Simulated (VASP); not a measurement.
Calculation: PBE GGA, VASP's PBE PAW potentials (set 64) (plane waves; VASP).

VASP input:

KPOINTS:
```
Automatic mesh
0
Gamma
9 9 9
0 0 0
```

### POSCAR
```
Si
1
    0.0000000000     2.6517162861     2.6517162861
    2.6517162861     0.0000000000     2.6517162861
    2.6517162861     2.6517162861     0.0000000000
Si
2
Direct
  0.0000000000   0.0000000000   0.0000000000
  0.2500000000   0.2500000000   0.2500000000
```

### INCAR
```
SYSTEM  =  Si
EDIFF  =  1E-6   ! SCF stop (eV)
ISIF  =  3   ! ions, shape and volume
IBRION  =  2   ! conjugate gradients
SIGMA  =  0.05   ! width (eV)
LCHARG  =  .False.
PSTRESS  =  100   ! kbar
ENCUT  =  500
EDIFFG  =  -0.02
GGA  =  PE   ! PBE
ISMEAR  =  0   ! Gaussian
PREC  =  Accurate
NSW  =  40   ! most ionic steps
ALGO  =  Normal   ! blocked Davidson
LREAL  =  .False.   ! projection in real space or not
NELM  =  100   ! most electronic steps
LWAVE  =  .False.
LASPH  =  .True.   ! aspherical one-centre terms
```

POTCAR, in this order: Si (PBE.64 set). Program: vasp_std.

### Question
What will the output report for the number of irreducible k-points (NKPTS), largest plane-wave count, number of space-group operations, FFT grid (NGX, NGY, NGZ)?

### Answer

```yaml
number of irreducible k-points (NKPTS): 35
largest_plane_wave_count: 958
number_of_space_group_operations: 48
FFT grid (NGX, NGY, NGZ): 28 × 28 × 28
```

The compound is Si in the diamond structure. It was relaxed first under an external pressure of 10 GPa.
